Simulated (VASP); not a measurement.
Output of a VASP run:

File OSZICAR:
```
       N       E                     dE             d eps       ncg     rms          rms(c)
DAV:   1     0.742516628296E+02    0.74252E+02   -0.76604E+03  6108   0.874E+02
DAV:   2    -0.148341885943E+02   -0.89086E+02   -0.86244E+02  5288   0.290E+02
DAV:   3    -0.165264797558E+02   -0.16923E+01   -0.16381E+01  6456   0.441E+01
DAV:   4    -0.165477327197E+02   -0.21253E-01   -0.20913E-01  5436   0.467E+00
DAV:   5    -0.165481008719E+02   -0.36815E-03   -0.36795E-03  6268   0.593E-01    0.182E+01
DAV:   6    -0.152829922722E+02    0.12651E+01   -0.17053E+01  5664   0.485E+01    0.648E+00
DAV:   7    -0.146009810377E+02    0.68201E+00   -0.39813E+00  5576   0.238E+01    0.355E+00
DAV:   8    -0.145429664408E+02    0.58015E-01   -0.25397E-01  5672   0.577E+00    0.485E-01
DAV:   9    -0.145400591981E+02    0.29072E-02   -0.96144E-03  5656   0.138E+00    0.182E-01
DAV:  10    -0.145398217219E+02    0.23748E-03   -0.63899E-04  5772   0.345E-01    0.823E-02
DAV:  11    -0.145397919091E+02    0.29813E-04   -0.16336E-04  5908   0.157E-01    0.372E-02
DAV:  12    -0.145397895301E+02    0.23791E-05   -0.98630E-06  5764   0.405E-02    0.544E-03
DAV:  13    -0.145397894298E+02    0.10022E-06   -0.28405E-07  2920   0.529E-03
   1 F= -.14539789E+02 E0= -.14536150E+02  d E =-.727931E-02
```

OUTCAR:
```
------------------------ aborting loop because EDIFF is reached ----------------------------------------
  FORCE on cell =-STRESS in cart. coord.  units (eV):
  Direction    XX          YY          ZZ          XY          YZ          ZX
  --------------------------------------------------------------------------------------
  Total       -1.1903986     -1.0145382     -1.1163702      0.0000000      0.0000000      0.0000000
  in kB      -68.0028230    -57.9566009    -63.7738689      0.0000000      0.0000000      0.0000000
  external PRESSURE =     -63.2444309 kB  Pullay stress =       0.0000000 kB
  volume of cell :       28.05
      direct lattice vectors                 reciprocal lattice vectors
     1.768170000 -1.956115000  0.000000000     0.282778240 -0.255608694  0.000000000
     1.768170000  1.956115000  0.000000000     0.282778240  0.255608694  0.000000000
     0.000000000  0.000000000  4.054410000     0.000000000  0.000000000  0.246645011
 POSITION                                       TOTAL-FORCE (eV/Angst)
 -----------------------------------------------------------------------------------
      0.00000      0.00000      0.00000         0.000000     -0.000000      0.000000
      1.76817      0.00000      2.02720        -0.000000      0.000000      0.000000
 -----------------------------------------------------------------------------------
    total drift:                                0.000000      0.000000      0.000000
  FREE ENERGIE OF THE ION-ELECTRON SYSTEM (eV)
  ---------------------------------------------------
  free  energy   TOTEN  =       -14.5397894298 eV

  energy  without entropy=      -14.5325101196  energy(sigma->0) =      -14.53614977
```
(Selected blocks of OUTCAR.)

File POSCAR:
```
AlV
1
    1.7681700000    -1.9561150000     0.0000000000
    1.7681700000     1.9561150000     0.0000000000
    0.0000000000     0.0000000000     4.0544100000
Al V
1 1
Direct
  0.0000000000   0.0000000000   0.0000000000
  0.5000000000   0.5000000000   0.5000000000
```

Problem. Reconstruct the remaining input files.

Solution. Several could match; the one computed here: the input of the run itself, LDA (Ceperley-Alder, Perdew-Zunger), plane waves, VASP's LDA PAW potentials (set 64).

### KPOINTS
```
Regular mesh
0
Gamma
 12 12 8
0 0 0
```

### INCAR
```
# general
SYSTEM =AlV
PREC   =Accurate
ENCUT  =300
LREAL  =.FALSE.
LASPH  =.TRUE.

# electronic loop
EDIFF  =1E-6
NELM   =100
ALGO   =Normal
LMAXMIX=4

# smearing
ISMEAR =0
SIGMA  =0.1

# ions
ISIF   =2

# output
LWAVE  =.FALSE.
LCHARG =.FALSE.
```

POTCAR, in this order: Al V_sv (LDA.64 set). Program: vasp_std.

At this cut-off the stress carries a Pulay error, which pulls relaxed volumes low.

The structure comes from a computed database's AlV entry; how it stands against other phases isn't given here. The cell was not relaxed at this level. The run is one of a series of settings (GGA removed, POTCAR Al V_sv (LDA.64 set) against the base run), some of them coarse on purpose. The run is not spin-polarised, so no magnetic state was tried.
